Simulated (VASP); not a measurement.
Data:

```
CELL_PARAMETERS angstrom
      0.00156     4.43619     4.43618
      4.43774     0.00001     4.43773
      2.21888     2.21888     0.00000
ATOMIC_POSITIONS crystal
  Ga 0.99941 0.00020 0.00039
  Ga 0.99941 0.50020 0.00039
  N  0.13233 0.12256 0.24511
  N  0.13233 0.62256 0.24511
  N  0.61728 0.12757 0.25515
  N  0.61728 0.62757 0.25515
  Al 0.50098 0.99967 0.99935
  Al 0.50098 0.49967 0.99935
```

These are PBEsol GGA, VASP's PBE PAW potentials (set 64) (plane waves; VASP 6.6.1) values and carry that method's errors. Run with 520 eV cut-off, 5×5×10 Γ-centred mesh, tetrahedra with Blöchl corrections, potentials Ga_d N Al.

The cores are frozen, which limits the accuracy of field gradients.

Question: Give the principal components of the electric field gradient (V/Å²) and the asymmetry η at each nucleus.

Answer: 
| atom | Vxx | Vyy | Vzz | η |
|---|---|---|---|---|
| Ga1 | -2.4 | -2.4 | 4.8 | 0.00 |
| Ga2 | -2.4 | -2.4 | 4.8 | 0.00 |
| N3 | 8.5 | 8.5 | -17.1 | 0.00 |
| N4 | 8.5 | 8.5 | -17.1 | 0.00 |
| N5 | -9.6 | -9.6 | 19.3 | 0.00 |
| N6 | -9.6 | -9.6 | 19.3 | 0.00 |
| Al7 | 0.2 | 0.2 | -0.4 | - |
| Al8 | 0.2 | 0.2 | -0.4 | - |

The structure was generated: Al2Ga2N4 was put into an ordered model structure (R3m), which need not be its known phase. It was relaxed first.
